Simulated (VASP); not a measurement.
An input for Quantum ESPRESSO's pw.x (written as the equivalent of a VASP run, and not itself run):

```
&CONTROL
  calculation = 'scf'
  pseudo_dir = './pseudo'
  outdir = './out'
  tprnfor = .true.
  tstress = .true.
/
&SYSTEM
  ibrav = 0
  nat = 3
  ntyp = 2
  ecutwfc = 86
  occupations = 'smearing'
  smearing = 'gaussian'
  degauss = 0.003675
  input_dft = 'pbe'
/
&ELECTRONS
  conv_thr = 7.3e-08
  electron_maxstep = 100
/
ATOMIC_SPECIES
  Pt 195.084 Pt.upf
  Se 78.971 Se.upf
CELL_PARAMETERS angstrom
     1.8748868   -3.2473995    0.0000000
     1.8748868    3.2473995    0.0000000
     0.0000000    0.0000000    6.4583649
ATOMIC_POSITIONS crystal
  Pt   0.0000000  0.0000000  0.0000000
  Se   0.3333330  0.6666670  0.2025809
  Se   0.6666670  0.3333330  0.7974191
K_POINTS automatic
  6 6 4 0 0 0
```

Question: Translate this input to VASP (INCAR, KPOINTS, POSCAR, choice of POTCAR).

Answer: One answer among several that fit: 
### POSCAR
```
PtSe2
3.7497740
  0.4999999598  -0.8660254001   0.0000000000
  0.4999999598   0.8660254001   0.0000000000
  0.0000000000   0.0000000000   1.7223344376
Pt Se
1 2
Cart
  0.0000000000   0.0000000000   0.0000000000
  0.4999999598   0.2886757107   0.3489119985
  0.4999999598  -0.2886757107   1.3734224391
```

**KPOINTS**
```
Automatic mesh
0
Gamma
6 6 4
0 0 0
```

INCAR:
```
SYSTEM = PtSe2
PREC = Accurate; ENCUT = 520; LREAL = .FALSE.
LASPH = .TRUE.
EDIFF = 1E-6; NELM = 100; ALGO = Normal
LMAXMIX = 6
ISMEAR = 0; SIGMA = 0.05
GGA = PE
LWAVE = .TRUE.; LCHARG = .FALSE.
```

POTCAR, in this order: Pt Se (PBE.64 set). Program: vasp_std.

The two are equivalent in intent, not identical: the potentials are each code's own (VASP's PAW set, PseudoDojo norm-conserving files in pw.x), so ENCUT and ecutwfc are chosen apart and not converted; conv_thr bounds pw.x's estimated SCF error, while EDIFF bounds the energy change between steps.

The compound is PtSe2 in the 1T layered structure. It was relaxed first, which changed the volume by +28 %.
